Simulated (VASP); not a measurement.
Ta:

```
CELL_PARAMETERS angstrom
-1.65128 1.65128 1.65128
1.65128 -1.65128 1.65128
1.65128 1.65128 -1.65128
ATOMIC_POSITIONS crystal
Ta 0.00000 0.00000 0.00000
```

```yaml
Program: VASP 6.6.1
Task: relaxation of cell and atoms
Functional: PBEsol
Potentials_or_basis: VASP PAW PBE potentials, release 64 (Ta_pv)
Cutoff: 600 eV
k_mesh: 16 × 16 × 16
Occupations: methfessel-paxton, width 0.1 eV
Spin: no spin polarisation
```

At the start: pressure -3.5 GPa; volume 18.01 Å³/atom.

Where does the relaxation end?

Over 3 steps the energy falls by 3.5 meV/atom and the volume is 17.70 Å³/atom (-1.7 %); space group Im-3m (No. 229, to 0.05 Å).

The path:
```tsv
step	energy change (eV)	largest force (eV/Å)	pressure (GPa)	volume (Å³)
1	0.0000	0.0000	-3.50	18.01
2	0.0146	0.0000	8.67	17.00
3	-0.0035	0.0000	-0.04	17.70
```

Final structure:
```yaml
crystal:
  lattice:
    - [-1.64169, 1.64169, 1.64169]
    - [1.64169, -1.64169, 1.64169]
    - [1.64169, 1.64169, -1.64169]
  atoms:
    - { symbol: Ta, position: [0.00000, 0.00000, 0.00000] }
```

Caveat: the PAW data sets were made with another functional, which shifts forces and pressure a little.
